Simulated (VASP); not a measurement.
Input:

```
CELL_PARAMETERS angstrom
      0.00000     3.21468     3.21468
      3.21468     0.00000     3.21468
      3.21468     3.21468     0.00000
ATOMIC_POSITIONS crystal
  Na 0.00000 0.00000 0.00000
  I  0.50000 0.50000 0.50000
```

Computed with MS2 meta-GGA, VASP's PBE PAW potentials (set 64) (plane waves; VASP). Run with 520 eV cut-off, 8×8×8 Γ-centred mesh, tetrahedra with Blöchl corrections, potentials Na_pv I.

Unless said otherwise, spin-orbit coupling is left out, though it shifts the bands of the heavy elements here.

**Question.** Give the energies of bands 5 to 10 at the high-symmetry points, in eV from the valence-band maximum.

**Answer.** 
```tsv
band	Γ	X	U	L	W
5	0.00	-1.95	-1.68	-2.23	-1.44
6	0.00	-0.77	-1.37	-0.30	-1.44
7	0.00	-0.77	-0.62	-0.30	-0.95
8	4.46	5.04	5.74	5.70	6.36
9	8.46	5.96	7.17	8.00	7.99
10	8.46	10.61	9.30	8.00	7.99
```

The gap is direct, 4.47 eV, from the valence maximum at Γ to the conduction minimum at Γ.

Measured: gap 5.90 eV (computed value off by -1.43 eV), as given by Abedi et al., (2022), arXiv:2211.14644.

The compound is NaI in the rock salt structure. It was relaxed first.
